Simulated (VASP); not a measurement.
Method: rev-vdW-DF2, VASP's PBE PAW potentials (set 64) (plane waves; VASP 6.6.1).

A VASP calculation is set up with these files.

### INCAR
```
# general
SYSTEM  =BaHfO3
PREC    =Accurate
ENCUT   =520
LREAL   =.FALSE.
LASPH   =.TRUE.

# electronic loop
EDIFF   =1E-7
NELM    =100
ALGO    =Normal
LMAXMIX =6

# smearing
ISMEAR  =0
SIGMA   =0.05

# functional
GGA     =MK
LUSE_VDW=.TRUE.
AGGAC   =0.0
PARAM1  =0.1234568
PARAM2  =0.7114
ZAB_VDW =-1.8867

# ions
ISIF    =2

# output
LWAVE   =.FALSE.
LCHARG  =.FALSE.
```

KPOINTS:
```
Automatic mesh
0
Gamma
5 5 5
0 0 0
```

**POSCAR**
```
BaHfO3
1
    4.1778860727     0.0000000000     0.0000000000
    0.0000000000     4.1778860727     0.0000000000
    0.0000000000     0.0000000000     4.1778860727
Ba Hf O
1 1 3
Direct
  0.0000000000   0.0000000000   0.0000000000
  0.5000000000   0.5000000000   0.5000000000
  0.5000000000   0.0000000000   0.5000000000
  0.0000000000   0.5000000000   0.5000000000
  0.5000000000   0.5000000000   0.0000000000
```

POTCAR, in this order: Ba_sv Hf_pv O (PBE.64 set). Program: vasp_std.

### Question
Predict the energy per atom (σ→0).

### Answer

| Quantity | Value |
|---|---|
| energy per atom (σ→0) | -7.221 eV/atom |

OSZICAR:
```
...
DAV:   9    -0.361076618249E+02    0.17750E-01   -0.11799E-01   579   0.211E+00    0.152E+00
DAV:  10    -0.361073335619E+02    0.32826E-03   -0.11332E-02   601   0.710E-01    0.541E-01
DAV:  11    -0.361071690484E+02    0.16451E-03   -0.95656E-04   579   0.207E-01    0.151E-01
DAV:  12    -0.361071904356E+02   -0.21387E-04   -0.72775E-05   617   0.610E-02    0.158E-01
DAV:  13    -0.361071932365E+02   -0.28008E-05   -0.11406E-05   579   0.228E-02    0.165E-02
DAV:  14    -0.361071933601E+02   -0.12363E-06   -0.51527E-07   596   0.489E-03    0.282E-03
DAV:  15    -0.361071933008E+02    0.59249E-07   -0.26577E-07   547   0.384E-03
   1 F= -.36107193E+02 E0= -.36107193E+02  d E =-.237927E-19
```

The compound is BaHfO3 in the cubic perovskite structure. It was relaxed first.
